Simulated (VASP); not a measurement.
A convergence study with VASP on PbSe (rock salt): one setting is varied, all else stays as given below, so the limit is that of these other settings.

```xyz
2
Lattice="0.0000 3.0600 3.0600 3.0600 0.0000 3.0600 3.0600 3.0600 0.0000" Properties=species:S:1:pos:R:3 pbc="T T T"
Pb     0.0000     0.0000     0.0000
Se     3.0600     3.0600     3.0600
```

Level of theory: PBE GGA, VASP's PBE PAW potentials (set 64) (plane waves; VASP). The tightest run used: 550 eV cut-off, 16×16×16 Γ-centred mesh, Gaussian smearing of 0.050 eV, potentials Pb_d Se.

| setting | E (eV/atom) | pressure (GPa) | irreducible k-points |
|---|---|---|---|
| 1×1×1 mesh | -1.7198 | 23.64 | 1 |
| 2×2×2 mesh | -3.3148 | 9.95 | 3 |
| 3×3×3 mesh | -4.1462 | 1.52 | 4 |

These are the cheaper rows. Estimate the results at 16×16×16 mesh, and how far the last row shown lies from them.

```csv
quantity,tightest run,last row shown is off by
E (eV/atom),-4.0883,-0.0578
pressure (GPa),2.47,-0.94
```

Left out are rungs that failed or repeat a setting and relaxations that didn't move; long series are thinned to 24 rows.

The compound is PbSe in the rock salt structure. The cell was not relaxed at this level.
